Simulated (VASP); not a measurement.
An input for Ansatz (written as the equivalent of a VASP run, and not itself run):

Ansatz 0.2 input:
```yaml
crystal:
  lattice:
    - [1.4587956, -2.5267081, 0.0000000]
    - [1.4587956, 2.5267081, 0.0000000]
    - [0.0000000, 0.0000000, 4.6420090]
  atoms:
    - { symbol: Hf, position: [0.3333330, 0.6666670, 0.2500000] }
    - { symbol: Hf, position: [0.6666670, 0.3333330, 0.7500000] }
kpoints:
  mp_grid: { grid: [14, 14, 8] }
hamiltonian:
  xc: r2scan
  pseudopotentials: { kind: paw }
scf:
  occupations: { method: methfessel_paxton, width: 0.1 }
  max_iter: 100
relax:
  max_steps: 40
  f_tol: 0.02
  cell: { p_target: 45 }
output: { forces: true, stress: true, eigenvalues: true }
```

**Question.** Translate this input to VASP (INCAR, KPOINTS, POSCAR, choice of POTCAR).

**Answer.** One answer among several that fit: 
### POSCAR
```
Hf
1.0
  1.4587956348  -2.5267080737   0.0000000000
  1.4587956348   2.5267080737   0.0000000000
  0.0000000000   0.0000000000   4.6420090146
Hf
2
direct
  0.3333330000   0.6666670000   0.2500000000
  0.6666670000   0.3333330000   0.7500000000
```

### KPOINTS
```
Automatic mesh
0
Gamma
14 14 8
```

INCAR:
```
! general
SYSTEM  = Hf
PREC    = Accurate
ENCUT   = 500
LREAL   = .False.
LASPH   = .True.

! electronic loop
EDIFF   = 1E-6
NELM    = 100
ALGO    = Normal
LMAXMIX = 6
LMIXTAU = .True.

! smearing
ISMEAR  = 1
SIGMA   = 0.1

! functional
METAGGA = R2SCAN

! ions
IBRION  = 2
NSW     = 40
ISIF    = 3
EDIFFG  = -0.02
PSTRESS = 450

! output
LWAVE   = .False.
LCHARG  = .False.
```

POTCAR, in this order: Hf_pv (PBE.64 set). Program: vasp_std.

The two are equivalent in intent, not identical: each code has its own PAW files, so the cut-off isn't converted (ENCUT is set for VASP's; basis.ecutwfc is left out, and Ansatz then takes the one that its files recommend); Ansatz stops its SCF on the density residual and VASP on the energy change (EDIFF).

The compound is Hf in the hcp structure. It was relaxed first under an external pressure of 45 GPa.
